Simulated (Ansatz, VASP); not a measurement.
**Cross-check of SnSe2 between VASP and Ansatz**

Aim: how closely do two programs agree when they are given the same cell, functional and k mesh? The cell is taken from a series of runs on this material, whose earlier steps may have relaxed or scaled it; both programs get it as it stands.

Calculated with Ansatz 0.2.0; plane waves, with VASP 6.6.1 beside it; single point at LDA, spin-orbit coupling and single point at LDA.

### Step 1. Set-up

The structure is trigonal, space group P-3m1 (No. 164). The conventional cell has a = 3.811 Å, b = 3.811 Å, c = 6.141 Å, α = 90.00°, β = 90.00°, γ = 120.00°. Nearest to Sn lie 6 Se at 2.68 Å. Se has 3 Sn at 2.68 Å nearest. Farther neighbours and most contacts between anions are not listed.

### Step 2. VASP: single point, LDA, spin-orbit coupling

With cell and atoms fixed, the geometry can't cause a difference; cores, projectors, grids and the points listed under the comparison can.

Lines of VASP's logs that name or quote its potential files are left out, and so is its time.

The input, INCAR:

```
SYSTEM = SnSe2
PREC = Accurate
ENCUT = 520
EDIFF = 1E-06
NELM = 100
ISMEAR = 0
SIGMA = 0.03
LREAL = .FALSE.
ALGO = Normal
GGA = CA
LNONCOLLINEAR = .TRUE.
MAGMOM = 0 0 0 0 0 0 0 0 0
NBANDS = 38
GGA_COMPAT = .FALSE.
LASPH = .TRUE.
LSORBIT = .TRUE.
LORBIT = 11
LWAVE = .FALSE.
LCHARG = .FALSE.
KPAR = 2
ISIF = 2
```

The input, POSCAR:

```
SnSe2
1.0
    3.8108000000      0.0000000000      0.0000000000
   -1.9054000000      3.3002496087      0.0000000000
    0.0000000000      0.0000000000      6.1410000000
Sn Se
1 2
Direct
    0.0000000000      0.0000000000      0.0000000000
    0.6666666667      0.3333333333      0.7508000000
    0.3333333333      0.6666666667      0.2492000000
```

The input, KPOINTS:

```
Automatic mesh
0
Gamma
6 6 4
0 0 0
```

The projector-augmented-wave data sets are Sn_d_GW and Se_GW (LDA family, release 64).

Run with:

```
$ mpirun -np 2 vasp_ncl
```

Numbers of over 12 decimals in the logs are rounded to 6 here.

Output:

```text
[banner, memory and clock lines left out]
running    2 mpi-ranks, on    1 nodes
 distrk:  each k-point on    1 cores,    2 groups
 distr:  one band on    1 cores,    1 groups

 POSCAR found type information on POSCAR SnSe
 POSCAR found :  2 types and       3 ions
 LDA part: xc-table for (Slater(with rela. corr.)+CA(PZ))
 , standard interpolation
 POSCAR, INCAR and KPOINTS ok, starting setup
 FFT: planning ... GRIDC
 FFT: planning ... GRID_SOFT
 FFT: planning ... GRID
 WAVECAR not read
 entering main loop
       N       E                     dE             d eps       ncg     rms          rms(c)
DAV:   1     0.219983387228E+03    0.21998E+03   -0.95962E+03  3026   0.759E+03
DAV:   2     0.137465372991E+02   -0.20624E+03   -0.19647E+03  3648   0.146E+03
DAV:   3    -0.130992154205E+02   -0.26846E+02   -0.26312E+02  3648   0.217E+02
DAV:   4    -0.141825053541E+02   -0.10833E+01   -0.10773E+01  3344   0.335E+01
DAV:   5    -0.142096404122E+02   -0.27135E-01   -0.27091E-01  2960   0.671E+00    0.829E+00
DAV:   6    -0.139294029643E+02    0.28024E+00   -0.34060E-01  3424   0.348E+01    0.481E+00
DAV:   7    -0.138949661018E+02    0.34437E-01   -0.20448E-01  3412   0.790E+00    0.170E+00
DAV:   8    -0.138917633592E+02    0.32027E-02   -0.17470E-02  3240   0.644E+00    0.235E-01
DAV:   9    -0.138911755675E+02    0.58779E-03   -0.32128E-03  2852   0.177E+00    0.157E-01
DAV:  10    -0.138911342318E+02    0.41336E-04   -0.32231E-04  3180   0.494E-01    0.580E-02
DAV:  11    -0.138911338501E+02    0.38170E-06   -0.30488E-05  2872   0.993E-02    0.138E-02
DAV:  12    -0.138911322351E+02    0.16150E-05   -0.29073E-06  2120   0.338E-02    0.135E-02
DAV:  13    -0.138911323698E+02   -0.13467E-06   -0.12104E-06  1452   0.338E-02
   1 F= -.13891132E+02 E0= -.13891132E+02  d E =-.172891E-24  mag=     0.0000     0.0000     0.0000
```

OUTCAR, selected parts (step 2):

```text
ion  position               nearest neighbor table
   1  0.000  0.000  0.000-   2 2.68   3 2.68   3 2.68   2 2.68   2 2.68   3 2.68
   2  0.667  0.333  0.751-   1 2.68   1 2.68   1 2.68
   3  0.333  0.667  0.249-   1 2.68   1 2.68   1 2.68

  LATTYP: Found a hexagonal cell.
 ALAT       =     3.8108000000
 C/A-ratio  =     1.6114726567

 Subroutine GETGRP returns: Found 12 space group operations
 (whereof 12 operations were pure point group operations)

The static configuration has the point symmetry D_3d.

 Found     24 irreducible k-points:

   k-points           NKPTS =     24   k-points in BZ     NKDIM =     24   number of bands    NBANDS=     38

   dimension x,y,z NGX =    28 NGY =   28 NGZ =   48
   dimension x,y,z NGXF=    56 NGYF=   56 NGZF=   96

   ENCUT  =  520.0 eV  38.22 Ry    6.18 a.u.   7.09  7.09 11.42*2*pi/ulx,y,z

   NELECT =      26.0000    total number of electrons

 k-points in reciprocal lattice and weights: Automatic mesh
   0.00000000  0.00000000  0.00000000       0.007
   0.16666667  0.00000000  0.00000000       0.042
   0.33333333 -0.00000000  0.00000000       0.042
   0.50000000 -0.00000000  0.00000000       0.021
   0.16666667  0.16666667  0.00000000       0.042
   0.33333333  0.16666667  0.00000000       0.083
   0.33333333  0.33333333  0.00000000       0.014
   0.00000000  0.00000000  0.25000000       0.014
   0.16666667  0.00000000  0.25000000       0.042
[...]
0.33333333  0.16666667  0.50000000       0.083
   0.33333333  0.33333333  0.50000000       0.014

 average (electrostatic) potential at core
       1 -77.6178       2 -60.3543       3 -60.3543

 E-fermi :   3.5334

 k-point     1 :       0.0000    0.0000    0.0000
  band No.  band energies     occupation
    ...
     22       2.7422      1.00000
     23       3.0221      1.00000
     24       3.0221      1.00000
     25       3.3178      1.00000
     26       3.3178      1.00000
     27       4.1655      0.00000
     28       4.1655      0.00000
     29       6.0209      0.00000
     30       6.0209      0.00000
     31       7.5857      0.00000
    ...

 k-point     2 :       0.1667    0.0000    0.0000
  band No.  band energies     occupation
    ...
     22       1.8284      1.00000
     23       3.0780      1.00000
     24       3.0780      1.00000
     25       3.3217      1.00000
     26       3.3217      1.00000
     27       5.4758      0.00000
     28       5.4758      0.00000
     29       6.7533      0.00000
     30       6.7533      0.00000
     31       7.9290      0.00000
    ...

 k-point     3 :       0.3333   -0.0000    0.0000
  band No.  band energies     occupation
    ...
     22       0.9129      1.00000
     23       2.6583      1.00000
     24       2.6583      1.00000
     25       3.0935      1.00000
     26       3.0935      1.00000
     27       4.6936      0.00000
     28       4.6936      0.00000
     29       7.0634      0.00000
     30       7.0634      0.00000
     31       8.6635      0.00000
    ...

  Total        0.1933840      0.1933840      0.8696559      0.0000000      0.0000000      0.0000000
  in kB        4.0117053      4.0117053     18.0408084      0.0000000      0.0000000      0.0000000
  external PRESSURE =       8.6880730 kB  Pullay stress =       0.0000000 kB

  energy-cutoff  :      520.00
  volume of cell :       77.23
      direct lattice vectors                 reciprocal lattice vectors
     3.810800000  0.000000000  0.000000000     0.262412092  0.151503692  0.000000000
    -1.905400000  3.300249609  0.000000000     0.000000000  0.303007384  0.000000000
     0.000000000  0.000000000  6.141000000     0.000000000  0.000000000  0.162839928

 POSITION                                       TOTAL-FORCE (eV/Angst)
 -----------------------------------------------------------------------------------
      0.00000      0.00000      0.00000         0.000000      0.000000      0.000000
      1.90540      1.10008      4.61066         0.000000      0.000000     -0.465549
     -0.00000      2.20017      1.53034        -0.000000      0.000000      0.465549
 -----------------------------------------------------------------------------------
    total drift:                               -0.000000      0.000000      0.000000

  FREE ENERGIE OF THE ION-ELECTRON SYSTEM (eV)
  ---------------------------------------------------
  free  energy   TOTEN  =       -13.8911323698 eV

  energy  without entropy=      -13.8911323698  energy(sigma->0) =      -13.89113237

 Spin-Orbit-Coupling matrix elements
 Ion:    1  E_soc:     -0.1519891
 Ion:    2  E_soc:     -0.0552420
 Ion:    3  E_soc:     -0.0552420

 total charge
# of ion       s       p       d       f       tot
--------------------------------------------------
    1        1.006   1.019  10.149   0.039  12.213
    2        1.481   2.286   0.030   0.000   3.797
    3        1.481   2.286   0.030   0.000   3.797
--------------------------------------------------
tot          3.968   5.591  10.208   0.039  19.806

 magnetization (x)
# of ion       s       p       d       f       tot
--------------------------------------------------
    1        0.000   0.000   0.000   0.000   0.000
    2        0.000   0.000   0.000   0.000   0.000
    3        0.000   0.000   0.000   0.000   0.000
--------------------------------------------------
tot          0.000   0.000   0.000   0.000   0.000

 magnetization (y)
# of ion       s       p       d       f       tot
--------------------------------------------------
    1        0.000   0.000   0.000  -0.000  -0.000
    2        0.000   0.000   0.000   0.000   0.000
    3        0.000   0.000   0.000   0.000   0.000
--------------------------------------------------
tot          0.000   0.000   0.000  -0.000   0.000

 magnetization (z)
# of ion       s       p       d       f       tot
--------------------------------------------------
    1       -0.000   0.000   0.000   0.000  -0.000
    2        0.000   0.000   0.000   0.000   0.000
    3        0.000   0.000   0.000   0.000   0.000
--------------------------------------------------
tot         -0.000   0.000   0.000   0.000  -0.000

[... 3 further parts left out ...]
```

The run ends at a pressure of 0.87 GPa, with forces up to 0.47 eV/Å.

### Step 3. Ansatz: single point, LDA, spin-orbit coupling

Ansatz runs on its fully relativistic PAW (standard-fr) files.

The same cell, functional (in two slightly different forms), mesh and smearing now go to Ansatz, which takes its cutoff from its data sets.

The input, input.yaml:

```yaml
crystal:
  lattice:
    - [3.8108, 0.0, 0.0]
    - [-1.9054, 3.3002496087, 0.0]
    - [0.0, 0.0, 6.141]
  atoms:
    - { symbol: Sn, position: [0.0, 0.0, 0.0] }
    - { symbol: Se, position: [0.6666666667, 0.3333333333, 0.7508] }
    - { symbol: Se, position: [0.3333333333, 0.6666666667, 0.2492] }
hamiltonian:
  xc: lda
  pseudopotentials: { kind: paw_fr }
magnetization:
  noncollinear: true
  spin_orbit: true
kpoints:
  mp_grid: { grid: [6, 6, 4] }
  band_path:
    path:
      - [0.0, 0.0, 0.0]
      - [0.16667, 0.0, 0.0]
      - [0.33333, 0.0, 0.0]
      - [0.5, 0.0, 0.0]
      - [0.46296, 0.07407, 0.0]
      - [0.40741, 0.18519, 0.0]
      - [0.35185, 0.2963, 0.0]
      - [0.2963, 0.2963, 0.0]
      - [0.18519, 0.18519, 0.0]
      - [0.07407, 0.07407, 0.0]
      - [0.0, 0.0, 0.0]
      - [0.0, 0.0, 0.16667]
      - [0.0, 0.0, 0.33333]
      - [0.0, 0.0, 0.5]
      - [0.11111, 0.0, 0.5]
      - [0.33333, 0.0, 0.5]
      - [0.5, 0.0, 0.5]
      - [0.46296, 0.07407, 0.5]
      - [0.40741, 0.18519, 0.5]
      - [0.35185, 0.2963, 0.5]
      - [0.2963, 0.2963, 0.5]
      - [0.18519, 0.18519, 0.5]
      - [0.07407, 0.07407, 0.5]
      - [0.5, 0.0, 0.5]
      - [0.5, 0.0, 0.33333]
      - [0.5, 0.0, 0.16667]
      - [0.5, 0.0, 0.0]
      - [0.33333, 0.33333, 0.11111]
      - [0.33333, 0.33333, 0.27778]
      - [0.33333, 0.33333, 0.5]
    npoints: 1
scf:
  occupations: { method: gaussian, width: 0.03 }
  n_extra_bands: 14
output:
  forces: true
  stress: true
  eigenvalues: true
```

Run with:

```
$ ansatz run input.yaml --threads 2 --pin off --max-ram 4608MiB --backend cpu --events-out ev --progress --plain --runs-dir out
```

Output:

```text
scf.n_extra_bands = 14 over 46 filled bands (N_el = 46.0): the run solves 60 bands
Engine: ansatz 0.2.0, aarch64-unknown-linux-gnu
Pseudopotentials: kind: paw_fr
Pseudopotential: Sn, paw_fr, valence charge 14, recommended cutoff 420 eV (normal), Sn.paw.azcp#standard-fr
Pseudopotential: Se, paw_fr, valence charge 16, recommended cutoff 420 eV (normal), Se.paw.azcp#standard-fr
Functional definition: SPW92
  exchange = slater_x
  correlation = pw_c
non-collinear run that drives no moment, with spin-orbit: no starting moment large enough to seed its density (crystal.atoms[].spin), no starting occupations that ask for one, no magnetisation constraint and no magnetic field, so the semilocal B_xc is pinned to zero
Crystal: 3 atoms, lattice volume = 77.233 Å³
Basis set: ecut = 420 eV, 1509 PW (Γ)
Bands: 60, of which v1, the nominal top of the filled ones, is band 46 counted from 1 (45 counted from 0)
Symmetry: 12 space group operations + 12 with time reversal
Magnetic group: BNS 164.86 (UNI 1316), of the structure as read, at distance tolerance 4.3e-5 Å
k-points: 24 of 144
Projection manifold: j_resolved (fully-relativistic pseudo-atomic orbitals)
Non-local potential: Sn, projectors of the file, l = 0: 2, l = 1: 4, l = 2: 4, l = 3: 4
Non-local potential: Se, projectors of the file, l = 0: 2, l = 1: 4, l = 2: 6, l = 3: 2
PAW form: soft (Blöchl's): semilocal exchange-correlation on the pseudo side does not see the compensation charge
PAW frozen core: Sn, regenerated for the run's functional, and the local potential with it (the file was generated under x = pbe(κ = 0.804, μ = 0.219515), c = pbe(β = 0.066725))
PAW frozen core: Se, regenerated for the run's functional, and the local potential with it (the file was generated under x = pbe(κ = 0.804, μ = 0.219515), c = pbe(β = 0.066725))
PAW one-centre angular grid: Sn, 590 points (default); XC on 64 Gauss nodes
PAW one-centre angular grid: Se, 590 points (default); XC on 64 Gauss nodes
Initial density: superposition of atomic densities (chi_scale 0.1, normalization cell, long waves kept (reshape's long-wave potential 0.09 eV rms))
Initial wavefunctions: pseudopotential atomic-orbital guess
Functional: x = slater, c = lda
SCF iter   1: F=—  HF=-16649.794760 eV  |F-HF|=—  |Δ(HF+E_count)|=         —  Δρ=3.23e-2  dr2=1.53e0  dr2_m=0.00e0 (ungated)  ethr=3.10e-3  |M|=0.00e0 ∫|m|=0.00e0 μB  |m|>n=0.0e0 m-floor=0.0e0 τ_xc=0.0e0  β_m=0.30  ⟨swp⟩=8.0  Hψ=3452  notcnv=0  defer=36
preconditioner: auto → Resta (q_TF=auto, 2.503 Å⁻¹)  ε∞=3.3  [insulator: Δε(μ)=0.523 eV  Ē_g=11.248 eV  σ=0.030 eV  W_gap=1.00  n_scr=22 (ndim 8)  ℏωp=16.9 eV  f_vac=0.045  D(μ)=0.00/eV (n_scr^D=0)  ε∞_Penn≈3.3]
spin=Noncollinear: Resta preconditioning applied to the charge; magnetization (m_x, m_y, m_z) channels mix plain (no charge-response kernel on spin).
SCF iter   2: F=—  HF=-16649.521924 eV  |F-HF|=—  |Δ(HF+E_count)|=   2.73e-1  Δρ=2.20e-2  dr2=5.59e-1  dr2_m=0.00e0 (ungated)  ethr=3.10e-3  |M|=0.00e0 ∫|m|=0.00e0 μB  |m|>n=0.0e0 m-floor=0.0e0 τ_xc=0.0e0  β_m=0.55  ⟨swp⟩=2.0  Hψ=914  notcnv=0  defer=188
SCF iter   3: F=—  HF=-16649.352399 eV  |F-HF|=—  |Δ(HF+E_count)|=   1.70e-1  Δρ=5.34e-3  dr2=1.59e-2  dr2_m=0.00e0 (ungated)  ethr=1.21e-3  |M|=0.00e0 ∫|m|=0.00e0 μB  |m|>n=0.0e0 m-floor=0.0e0 τ_xc=0.0e0  β_m=0.66  ⟨swp⟩=2.4  Hψ=840  notcnv=0  defer=188
SCF iter   4: F=—  HF=-16649.347423 eV  |F-HF|=—  |Δ(HF+E_count)|=   4.98e-3  Δρ=9.52e-4  dr2=8.18e-4  dr2_m=0.00e0 (ungated)  ethr=3.46e-5  |M|=0.00e0 ∫|m|=0.00e0 μB  |m|>n=0.0e0 m-floor=0.0e0 τ_xc=0.0e0  β_m=0.67  ⟨swp⟩=2.8  Hψ=1073  notcnv=0  defer=184
SCF iter   5: F=—  HF=-16649.347390 eV  |F-HF|=—  |Δ(HF+E_count)|=   3.33e-5  Δρ=3.83e-4  dr2=1.06e-4  dr2_m=0.00e0 (ungated)  ethr=1.78e-6  |M|=0.00e0 ∫|m|=0.00e0 μB  |m|>n=0.0e0 m-floor=0.0e0 τ_xc=0.0e0  β_m=0.84  ⟨swp⟩=2.2  Hψ=1173  notcnv=0  defer=184
SCF iter   6: F=—  HF=-16649.347434 eV  |F-HF|=—  |Δ(HF+E_count)|=   4.44e-5  Δρ=9.61e-5  dr2=8.20e-6  dr2_m=0.00e0 (ungated)  ethr=2.31e-7  |M|=0.00e0 ∫|m|=0.00e0 μB  |m|>n=0.0e0 m-floor=0.0e0 τ_xc=0.0e0  β_m=0.70  ⟨swp⟩=2.0  Hψ=1180  notcnv=0  defer=184
SCF iter   7: F=—  HF=-16649.347427 eV  |F-HF|=—  |Δ(HF+E_count)|=   7.18e-6  Δρ=3.55e-5  dr2=1.04e-6  dr2_m=0.00e0 (ungated)  ethr=1.78e-8  |M|=0.00e0 ∫|m|=0.00e0 μB  |m|>n=0.0e0 m-floor=0.0e0 τ_xc=0.0e0  β_m=0.85  ⟨swp⟩=2.0  Hψ=1240  notcnv=0  defer=184
SCF iter   8: F=-16649.347428 eV  HF=-16649.347428 eV  |F-HF|=3.34e-8  |Δ(HF+E_count)|=   5.41e-7  Δρ=7.23e-6  dr2=5.91e-8  dr2_m=0.00e0 (ungated)  ethr=2.17e-10  |M|=0.00e0 ∫|m|=0.00e0 μB  |m|>n=0.0e0 m-floor=0.0e0 τ_xc=0.0e0  ⟨swp⟩=10.3  Hψ=3888  notcnv=0
SCF 1 converged in 8 iterations: F = -16649.347428 eV  dr2 = 5.91e-8
  greatest PAW one-centre occupation: 0.999 electrons in one spin orbital (limit 2), on the Se atom at site 2 (counted from 0), in its partial waves of l = 2
NSCF: frozen V_eff on 30 k-points
SCF converged after 8 iterations
Magnetization: |M| = 0.0000 μB,  M = (+0.0000, +0.0000, +0.0000) μB
Absolute magnetization: 0.0000 μB (∫|m|)
  site 0: m = (+0.0000, +0.0000, +0.0000) μB, |m| = 0.0000 μB  (R = 1.11 Å)
  site 1: m = (+0.0000, +0.0000, +0.0000) μB, |m| = 0.0000 μB  (R = 1.11 Å)
  site 2: m = (+0.0000, +0.0000, +0.0000) μB, |m| = 0.0000 μB  (R = 1.11 Å)
Free energy (F): -16649.347428 eV
Harris-Foulkes:  -16649.347428 eV  (|F-HF|=3.34e-8)
Internal energy: -16649.347428 eV  (E = F + TS)
E sigma→0 (E₀):  -16649.347428 eV
Fermi energy:    8.184014 eV
--- Per-component energies (eV) ---
  E_band       = -874.990222
  E_kinetic    = 428.880878
  E_local      = -6124.407378  (includes V_loc(G=0)·N_el)
  E_nonlocal   = -1204.324083
  E_hartree    = 3127.978553
  E_xc         = -585.927983
  E_vxc        = -295.396214  (∫ρ·V_xc dr)
  E_paw        = -7656.277574  (= ΣΔE_a)
  E_vpaw       = 64.305148  (= ΣTr[D̂ρ^β])
  E_aug_tail   = -0.001248  (compensation charges beyond the density's cutoff)
  E_ewald      = -4640.148352
  E_core_change = 4.879761  (= ΣΔE_core)
  E_smearing   = -0.000000  (= −TS)
  E_closure    = -0.000000  (closes the sum)
  Σ components = -16649.347428   (vs F -16649.347428, Δ=0.00e0)
--- Forces (eV/Å), atoms counted from 1 ---
  atom   1  Sn     0.00000000     0.00000000     0.00000000
  atom   2  Se    -0.00000000    -0.00000000    -0.44769837
  atom   3  Se    -0.00000000     0.00000000     0.44769837
  max |Σ_I F_I| component: 9.25e-18 eV/Å
--- Stress (GPa, compression-positive) ---
        0.299798       0.000000       0.000000
        0.000000       0.299798       0.000000
       -0.000000       0.000000       1.702235
  P = ⅓ Tr σ = 0.7673 GPa (7.673 kbar)
--- Band table (eV; the first three rows and the last of 24) ---
  k-point 0: bands = [... 42 lower, 7.5707, 7.5707, 7.8564, 7.8564, 8.6953, 8.6953, 10.5750, 10.5750, ... 10 higher]
  k-point 1: bands = [... 42 lower, 7.3696, 7.3696, 7.6580, 7.6580, 9.6144, 9.6144, 10.5747, 10.5747, ... 10 higher]
  k-point 2: bands = [... 42 lower, 7.4417, 7.4417, 7.7293, 7.7293, 10.1409, 10.1409, 10.5230, 10.5230, ... 10 higher]
  k-point 23: bands = [... 42 lower, 7.3909, 7.3909, 7.4843, 7.4843, 10.2461, 10.2461, 12.2883, 12.2883, ... 10 higher]
```

The column dr2 measures how far the density is from self-consistency, as an energy; F and HF (Harris–Foulkes) agree once it is small.

### Step 4. Side by side

Known differences besides the PAW data sets themselves: spin-orbit coupling enters by fully relativistic files in Ansatz and inside the spheres in VASP; the two LDA forms differ slightly; the data sets hold 46 valence electrons in Ansatz (fully relativistic PAW (standard-fr) files) and 26 in VASP; the cutoff is 420 eV in Ansatz and 520 eV in VASP; Ansatz makes its cores anew for this functional, VASP keeps those of its LDA data sets. Total energies have different zeros and are not compared.

The two programs side by side:

```csv
quantity,Ansatz,VASP,difference
pressure (GPa),0.77,0.87,-0.10
gap on the k mesh (eV),0.638,0.645,-0.007
```

Forces (eV/Å; atoms numbered as in POSCAR):

```csv
atom,"Ansatz x, y, z","VASP x, y, z"
Sn1,"0.000, 0.000, 0.000","0.000, 0.000, 0.000"
Se2,"0.000, 0.000, -0.448","0.000, 0.000, -0.466"
Se3,"0.000, 0.000, 0.448","0.000, 0.000, 0.466"
```

The forces differ by 8.4 meV/Å r.m.s., which is 3.8 % of the r.m.s. force of 0.22 eV/Å (both taken over all components). Ansatz's pressure holds a Pulay correction of 0.05 GPa; VASP's holds none.

### Step 5. What came out

| Item | Value |
| --- | --- |
| r.m.s. force difference (single point, LDA, spin-orbit coupling) | 3.8 % of the r.m.s. force |

**Reading.** The r.m.s. force difference is 3.8 % of the r.m.s. force (single point, LDA, spin-orbit coupling), beyond the 3 % picked in this series as the mark of a large difference. 1 further run on this material is not shown. Differences of this kind measure data sets and numerical settings, not the functional's error against experiment.

[Lines on the potential files, build, host, timing and source positions are cut from VASP's logs without a mark.]

[Logs are printed without paths, hosts, clocks, repeated set-up lines and the standing remarks that a program may print on its own settings, such as how far it seeks lower states.]

[Hosts, paths, dates, database ids (printed as entryN), source tags and the programs' standing remarks are cut or masked in the printed files.]
